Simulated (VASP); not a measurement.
# Sr2HfMoO6: cell size against the level of theory, part 3 of 4

Aim: relax Sr2HfMoO6 with several functionals and dispersion schemes, and compare the cells. The cell is invented: it takes the structure of a Materials Project entry for Sr2HfZrO6 (space group 225 there), with some of its atoms replaced by other elements, volume scaled by an estimate. It may not be a known or stable phase.

VASP 6.6.1, plane waves and PAW; the level of theory is named at each step.

So far. Step 3 (Relaxation with LDA): It ends at 12.72 Å³/atom, -15.0 % from the start, with 0.00 GPa left. The conventional cell has a = 7.983 Å. Step 4 (Relaxation with PBEsol): It ends at 13.01 Å³/atom, -13.0 % from the start, with 0.00 GPa left. The conventional cell has a = 8.045 Å.

## Step 5: Relaxation with r2SCAN

This step: r2SCAN, no spin polarisation; plane waves and PAW (Hf_pv, Mo_sv, Sr_sv, O); invented cell (VASP 6.6.1).

r2SCAN adds the kinetic-energy density, costs more than a GGA and is run with LASPH.

Contents of INCAR:

```
SYSTEM = Sr2HfMoO6
PREC = Accurate
ENCUT = 560
EDIFF = 1E-06
NELM = 100
ISMEAR = -1
SIGMA = 0.05
LREAL = .FALSE.
ALGO = Normal
METAGGA = R2SCAN
LASPH = .TRUE.
LORBIT = 11
LWAVE = .FALSE.
LCHARG = .FALSE.
KPAR = 4
IBRION = 2
NSW = 60
ISIF = 3
EDIFFG = -0.01
```

Contents of POSCAR:

```
Sr2HfMoO6
1.0
    0.0000000000      4.2140040000      4.2140040000
    4.2140040000      0.0000000000      4.2140040000
    4.2140040000      4.2140040000      0.0000000000
Hf Mo Sr O
1 1 2 6
Direct
    0.0000000000      0.0000000000      0.0000000000
    0.5000000000      0.5000000000      0.5000000000
    0.2500000000      0.2500000000      0.2500000000
    0.7500000000      0.7500000000      0.7500000000
    0.7519162800      0.2480837200      0.2480837200
    0.2480837200      0.7519162800      0.7519162800
    0.2480837200      0.7519162800      0.2480837200
    0.7519162800      0.2480837200      0.7519162800
    0.2480837200      0.2480837200      0.7519162800
    0.7519162800      0.7519162800      0.2480837200
```

Contents of KPOINTS:

```
Automatic mesh
0
Gamma
4 4 4
0 0 0
```

PAW data sets: Hf_pv, Mo_sv, Sr_sv and O (PBE family, release 64).

The run is started by

```bash
> mpirun -np 4 vasp_std
```

Output:

```text
[banner, memory and clock lines left out]
running    4 mpi-ranks, on    1 nodes
[...]
[... a notice as in an earlier step ...]

 LDA part: xc-table for (None), standard interpolation
 POSCAR, INCAR and KPOINTS ok, starting setup
[...]
entering main loop
       N       E                     dE             d eps       ncg     rms          rms(c)
DAV:   1     0.568574935368E+03    0.56857E+03   -0.47830E+04   776   0.177E+03
DAV:   2    -0.162657620096E+03   -0.73123E+03   -0.71382E+03   968   0.433E+02
DAV:   3    -0.207768302662E+03   -0.45111E+02   -0.44589E+02  1032   0.103E+02
DAV:   4    -0.208972163302E+03   -0.12039E+01   -0.11551E+01  1144   0.139E+01
[...]
DAV:  12    -0.167082179431E+03   -0.11405E-04   -0.19672E-04  1032   0.738E-02    0.416E-02
DAV:  13    -0.167082177018E+03    0.24130E-05   -0.37670E-05  1064   0.344E-02    0.314E-02
DAV:  14    -0.167082176101E+03    0.91659E-06   -0.52721E-06   864   0.115E-02
   1 F= -.16708218E+03 E0= -.16706184E+03  d E =-.167082E+03
[... from here on, the cycles between the ionic steps are left out ...]
   2 F= -.16722510E+03 E0= -.16721530E+03  d E =-.142925E+00
   3 F= -.16833289E+03 E0= -.16832029E+03  d E =-.125071E+01
   4 F= -.16833364E+03 E0= -.16832115E+03  d E =-.125146E+01
   5 F= -.16833785E+03 E0= -.16832626E+03  d E =-.421312E-02
   6 F= -.16836486E+03 E0= -.16835284E+03  d E =-.312156E-01
   7 F= -.16836485E+03 E0= -.16835284E+03  d E =-.312055E-01
[...]
hard stop encountered!  aborting job ...
[...]
|     The electronic self-consistency was not achieved in the given           |
[...]
soft stop encountered!  aborting job ...
   8 F= -.16836504E+03 E0= -.16835292E+03  d E =-.242265E-01
 deleting file STOPCAR
```

It took 16 min on 4 MPI ranks of AMD EPYC 7R43, shared host; peak memory 1.6 GiB.

The run was stopped at its time limit, by a STOPCAR file.

By then 7 ionic steps had been finished.

More ranks or a longer limit would be the way on, or going on from the last geometry.

## Step 6: Relaxation with PBE + D3(BJ)

This step: PBE with D3(BJ), no spin polarisation; plane waves and PAW (Hf_pv, Mo_sv, Sr_sv, O); invented cell (VASP 6.6.1).

A dispersion term adds the long-range attraction that semilocal functionals lack. D3 with Becke-Johnson damping keeps a finite attraction at short range.

INCAR, as its differences from that of step 5:

```diff
@@ -9,4 +9,4 @@
 ALGO = Normal
-METAGGA = R2SCAN
-LASPH = .TRUE.
+GGA = PE
+IVDW = 12
 LORBIT = 11
```

POSCAR is that of step 5.

KPOINTS is that of step 5.

The run is started by

```bash
> mpirun -np 4 vasp_std
```

Output:

```text
[... set-up lines as in an earlier step ...]
 entering main loop
       N       E                     dE             d eps       ncg     rms          rms(c)
[... 16 cycles as in an earlier step ...]
   1 F= -.83484993E+02 E0= -.83465833E+02  d E =-.834850E+02
[... from here on, the cycles between the ionic steps are left out ...]
   2 F= -.83886487E+02 E0= -.83876688E+02  d E =-.401494E+00
   3 F= -.84650710E+02 E0= -.84638593E+02  d E =-.116572E+01
   4 F= -.84651161E+02 E0= -.84639134E+02  d E =-.116617E+01
   5 F= -.84657488E+02 E0= -.84646172E+02  d E =-.632747E-02
   6 F= -.84677811E+02 E0= -.84666169E+02  d E =-.266504E-01
   7 F= -.84677974E+02 E0= -.84666212E+02  d E =-.163251E-03
   8 F= -.84678225E+02 E0= -.84666514E+02  d E =-.413573E-03
[...]
reached required accuracy - stopping structural energy minimisation
```

Run time: 4.7 min. Hardware: 4 MPI ranks; peak memory 1.5 GiB; 19 min of CPU time.

OUTCAR, selected parts (step 6):

```text
 Edisp (eV)   -2.41905

 Edisp (eV)   -2.42345

  Total       0.00805     0.00805     0.00805     0.00000    -0.00000     0.00000
  in kB       0.09741     0.09741     0.09741     0.00000    -0.00000     0.00000
  external pressure =        0.10 kB  Pullay stress =        0.00 kB

 POSITION                                       TOTAL-FORCE (eV/Angst)
 -----------------------------------------------------------------------------------
      0.00000      0.00000      0.00000         0.000000     -0.000000      0.000000
      4.04461      4.04461      4.04461        -0.000000     -0.000000      0.000000
      2.02231      2.02231      2.02231        -0.000000     -0.000000      0.000000
      6.06692      6.06692      6.06692         0.000000     -0.000000      0.000000
      2.05513      4.04461      4.04461         0.001018     -0.000000      0.000000
      6.03410      4.04461      4.04461        -0.001018     -0.000000      0.000000
      4.04461      2.05513      4.04461         0.000000      0.001018      0.000000
      4.04461      6.03410      4.04461         0.000000     -0.001018      0.000000
      4.04461      4.04461      2.05513         0.000000     -0.000000      0.001018
      4.04461      4.04461      6.03410         0.000000     -0.000000     -0.001018
 -----------------------------------------------------------------------------------
    total drift:                                0.000000      0.000000     -0.000000

  FREE ENERGIE OF THE ION-ELECTRON SYSTEM (eV)
  ---------------------------------------------------
  free  energy   TOTEN  =       -84.6782245900 eV

  energy  without entropy=      -84.6548024182  energy(sigma->0) =      -84.66651350

[... 2 parts as in an earlier step ...]

[... 2 further parts left out ...]
[key lines of the parts left out:]
E-fermi :   6.4461
```

It ends at 13.23 Å³/atom, -11.6 % from the start, with 0.01 GPa left. The conventional cell has a = 8.089 Å. Against plain PBE, the dispersion term moves a by -0.6 %.

## Step 7: Relaxation with PBE + rVV10

This step: PBE with rVV10, no spin polarisation; plane waves and PAW (Hf_pv, Mo_sv, Sr_sv, O); invented cell (VASP 6.6.1).

LUSE_VDW switches on a nonlocal correlation term for dispersion.

INCAR, as its differences from that of step 6:

```diff
@@ -10,3 +10,6 @@
 GGA = PE
-IVDW = 12
+LUSE_VDW = .TRUE.
+IVDW_NL = 2
+BPARAM = 10
+CPARAM = 0.0093
 LORBIT = 11
```

POSCAR is that of step 6.

KPOINTS is that of step 6.

The run is started by

```bash
> mpirun -np 4 vasp_std
```

Output:

```text
[banner, memory and clock lines left out]
running    4 mpi-ranks, on    1 nodes
[...]
|                                                                             |
|               ----> ADVICE to this user running VASP <----                  |
|                                                                             |
|     You have switched on vdW-DFT.                                           |
|     This routine was written and supplied by Jiri Klimes. We recommend      |
|     that you carefully read and cite the following publications:            |
|       J. Klimes, D.R. Bowler, A. Michelides                                 |
|          J. Phys.: Cond Matt. 22 022201 (2010)                              |
|       J. Klimes, D.R. Bowler, A. Michelides                                 |
|          Phys. Rev. B. 83, 195131 (2011)                                    |
|     and references therein.                                                 |
|                                                                             |

 LDA part: xc-table for (Slater+PW92), standard interpolation
 POSCAR, INCAR and KPOINTS ok, starting setup
[...]
entering main loop
       N       E                     dE             d eps       ncg     rms          rms(c)
Total rVV10 correction in eV:      2.3458260    81.3897571
Total rVV10 correction in eV:      2.3458260    81.3897571
Total rVV10 correction in eV:      2.3458260    81.3897571
Total rVV10 correction in eV:      2.3458260    81.3897571
DAV:   1     0.663262448809E+03    0.66326E+03   -0.46776E+04   776   0.173E+03
DAV:   2    -0.493149787135E+02   -0.71258E+03   -0.69553E+03   960   0.421E+02
DAV:   3    -0.922831420756E+02   -0.42968E+02   -0.42485E+02  1032   0.100E+02
DAV:   4    -0.932580682198E+02   -0.97493E+00   -0.96922E+00  1112   0.133E+01
DAV:   5    -0.932771949979E+02   -0.19127E-01   -0.19078E-01  1056   0.153E+00    0.662E+01
Total rVV10 correction in eV:      2.5096281    81.3897585
Total rVV10 correction in eV:      2.5096281    81.3897585
Total rVV10 correction in eV:      2.5096281    81.3897585
Total rVV10 correction in eV:      2.5096281    81.3897585
DAV:   6    -0.799901006582E+02    0.13287E+02   -0.10808E+02   896   0.399E+01    0.476E+01
Total rVV10 correction in eV:      2.5039062    81.3897582
Total rVV10 correction in eV:      2.5039062    81.3897582
Total rVV10 correction in eV:      2.5039062    81.3897582
Total rVV10 correction in eV:      2.5039062    81.3897582
DAV:   7    -0.792776967673E+02    0.71240E+00   -0.20214E+01   888   0.213E+01    0.365E+01
Total rVV10 correction in eV:      2.5581183    81.3897583
Total rVV10 correction in eV:      2.5581183    81.3897583
Total rVV10 correction in eV:      2.5581183    81.3897583
Total rVV10 correction in eV:      2.5581183    81.3897583
[...]
Total rVV10 correction in eV:      2.5683815    81.3897582
Total rVV10 correction in eV:      2.5683815    81.3897582
Total rVV10 correction in eV:      2.5683815    81.3897582
DAV:   9    -0.787651623305E+02    0.23718E+00   -0.80868E-01   944   0.439E+00    0.138E+00
Total rVV10 correction in eV:      2.5709314    81.3897582
Total rVV10 correction in eV:      2.5709314    81.3897582
Total rVV10 correction in eV:      2.5709314    81.3897582
Total rVV10 correction in eV:      2.5709314    81.3897582
DAV:  10    -0.787680062346E+02   -0.28439E-02   -0.96820E-02  1032   0.128E+00    0.154E+00
Total rVV10 correction in eV:      2.5718514    81.3897582
Total rVV10 correction in eV:      2.5718514    81.3897582
Total rVV10 correction in eV:      2.5718514    81.3897582
Total rVV10 correction in eV:      2.5718514    81.3897582
DAV:  11    -0.787668556642E+02    0.11506E-02   -0.76617E-03   928   0.393E-01    0.385E-01
Total rVV10 correction in eV:      2.5714511    81.3897582
Total rVV10 correction in eV:      2.5714511    81.3897582
Total rVV10 correction in eV:      2.5714511    81.3897582
Total rVV10 correction in eV:      2.5714511    81.3897582
DAV:  12    -0.787664792639E+02    0.37640E-03   -0.16058E-03   984   0.202E-01    0.154E-01
Total rVV10 correction in eV:      2.5717831    81.3897582
Total rVV10 correction in eV:      2.5717831    81.3897582
Total rVV10 correction in eV:      2.5717831    81.3897582
Total rVV10 correction in eV:      2.5717831    81.3897582
DAV:  13    -0.787665010285E+02   -0.21765E-04   -0.25711E-04  1056   0.777E-02    0.302E-02
Total rVV10 correction in eV:      2.5719029    81.3897582
Total rVV10 correction in eV:      2.5719029    81.3897582
Total rVV10 correction in eV:      2.5719029    81.3897582
Total rVV10 correction in eV:      2.5719029    81.3897582
DAV:  14    -0.787664995699E+02    0.14587E-05   -0.61623E-05   928   0.434E-02    0.165E-02
Total rVV10 correction in eV:      2.5719122    81.3897582
Total rVV10 correction in eV:      2.5719122    81.3897582
Total rVV10 correction in eV:      2.5719122    81.3897582
Total rVV10 correction in eV:      2.5719122    81.3897582
DAV:  15    -0.787664977354E+02    0.18345E-05   -0.88831E-06   936   0.163E-02    0.584E-03
Total rVV10 correction in eV:      2.5719361    81.3897582
Total rVV10 correction in eV:      2.5719361    81.3897582
Total rVV10 correction in eV:      2.5719361    81.3897582
Total rVV10 correction in eV:      2.5719361    81.3897582
DAV:  16    -0.787664981636E+02   -0.42822E-06   -0.15717E-06   640   0.591E-03
Total rVV10 correction in eV:      2.5719673    81.3897582
Total rVV10 correction in eV:      2.5719673    81.3897582
Total rVV10 correction in eV:      2.5719673    81.3897582
Total rVV10 correction in eV:      2.5719673    81.3897582
Total rVV10 correction in eV:      2.5719553    81.3897582
Total rVV10 correction in eV:      2.5719553    81.3897582
Total rVV10 correction in eV:      2.5719553    81.3897582
Total rVV10 correction in eV:      2.5719553    81.3897582
   1 F= -.78766498E+02 E0= -.78747525E+02  d E =-.787665E+02
[... from here on, the cycles between the ionic steps are left out ...]
   2 F= -.79140977E+02 E0= -.79131067E+02  d E =-.374479E+00
   3 F= -.79822932E+02 E0= -.79810717E+02  d E =-.105643E+01
   4 F= -.79823315E+02 E0= -.79811188E+02  d E =-.105682E+01
[...]
hard stop encountered!  aborting job ...
[...]
soft stop encountered!  aborting job ...
   5 F= -.79830996E+02 E0= -.79819561E+02  d E =-.228699E-01
 deleting file STOPCAR
```

Wall time 16 min (4 MPI ranks); peak memory 3 GiB.

The run was stopped at its time limit, by a STOPCAR file.

By then 4 ionic steps had been finished.

More ranks or a longer limit would be the way on, or going on from the last geometry.

## Step 8: Relaxation with PBE + D3

This step: PBE with D3, no spin polarisation; plane waves and PAW (Hf_pv, Mo_sv, Sr_sv, O); invented cell (VASP 6.6.1).

D3 makes the C6 coefficients depend on coordination; zero damping switches the term off at short range.

INCAR, as its differences from that of step 7:

```diff
@@ -10,6 +10,3 @@
 GGA = PE
-LUSE_VDW = .TRUE.
-IVDW_NL = 2
-BPARAM = 10
-CPARAM = 0.0093
+IVDW = 11
 LORBIT = 11
```

POSCAR is that of step 7.

KPOINTS is that of step 7.

The run is started by

```bash
> mpirun -np 4 vasp_std
```

Output:

```text
[... set-up lines as in an earlier step ...]
 entering main loop
       N       E                     dE             d eps       ncg     rms          rms(c)
[... 16 cycles as in an earlier step ...]
   1 F= -.83129822E+02 E0= -.83110662E+02  d E =-.831298E+02
[... from here on, the cycles between the ionic steps are left out ...]
   2 F= -.83554552E+02 E0= -.83544600E+02  d E =-.424730E+00
   3 F= -.84195831E+02 E0= -.84183595E+02  d E =-.106601E+01
   4 F= -.84196167E+02 E0= -.84184021E+02  d E =-.106635E+01
   5 F= -.84202529E+02 E0= -.84191050E+02  d E =-.636192E-02
   6 F= -.84219773E+02 E0= -.84207990E+02  d E =-.236058E-01
   7 F= -.84219958E+02 E0= -.84208048E+02  d E =-.185526E-03
   8 F= -.84220193E+02 E0= -.84208336E+02  d E =-.420057E-03
[...]
reached required accuracy - stopping structural energy minimisation
```

Run time: 3.6 min. Hardware: 4 MPI ranks; peak memory 1.5 GiB; 14 min of CPU time.

Parts of OUTCAR (step 8):

```text
 Edisp (eV)   -1.95093

 Edisp (eV)   -1.95371

  Total       0.00774     0.00774     0.00774     0.00000     0.00000    -0.00000
  in kB       0.09319     0.09319     0.09319     0.00000     0.00000    -0.00000
  external pressure =        0.09 kB  Pullay stress =        0.00 kB

 POSITION                                       TOTAL-FORCE (eV/Angst)
 -----------------------------------------------------------------------------------
      0.00000      4.05238      4.05238         0.000000     -0.000000      0.000000
      4.05238      4.05238      4.05238        -0.000000      0.000000      0.000000
      2.02619      2.02619      2.02619         0.000000     -0.000000      0.000000
      6.07858      6.07858      6.07858        -0.000000      0.000000      0.000000
      2.05884      4.05238      4.05238         0.001063      0.000000      0.000000
      6.04593      4.05238      4.05238        -0.001063      0.000000      0.000000
      4.05238      2.05884      4.05238         0.000000      0.001063      0.000000
      4.05238      6.04593      4.05238         0.000000     -0.001063      0.000000
      4.05238      4.05238      2.05884         0.000000      0.000000      0.001063
      4.05238      4.05238      6.04593         0.000000      0.000000     -0.001063
 -----------------------------------------------------------------------------------
    total drift:                                0.000000      0.000000     -0.000000

  FREE ENERGIE OF THE ION-ELECTRON SYSTEM (eV)
  ---------------------------------------------------
  free  energy   TOTEN  =       -84.2201927848 eV

  energy  without entropy=      -84.1964791880  energy(sigma->0) =      -84.20833599

[... 2 parts as in an earlier step ...]

[... 2 further parts left out ...]
[key lines of the parts left out:]
E-fermi :   6.3827
```

It ends at 13.31 Å³/atom, -11.1 % from the start, with 0.01 GPa left. The conventional cell has a = 8.105 Å. Against plain PBE, the dispersion term moves a by -0.4 %.

(Continued in part 4 of 4.)

[Lines on the potential files, build, host, timing and source positions are cut from VASP's logs without a mark.]

[Logs are printed without paths, hosts, clocks, repeated set-up lines and the standing remarks that a program may print on its own settings, such as how far it seeks lower states.]

[Hosts, paths, dates, database ids (printed as entryN), source tags and the programs' standing remarks are cut or masked in the printed files.]

[A measured line is paired with the nearest computed mode of its activity, which favours agreement.]
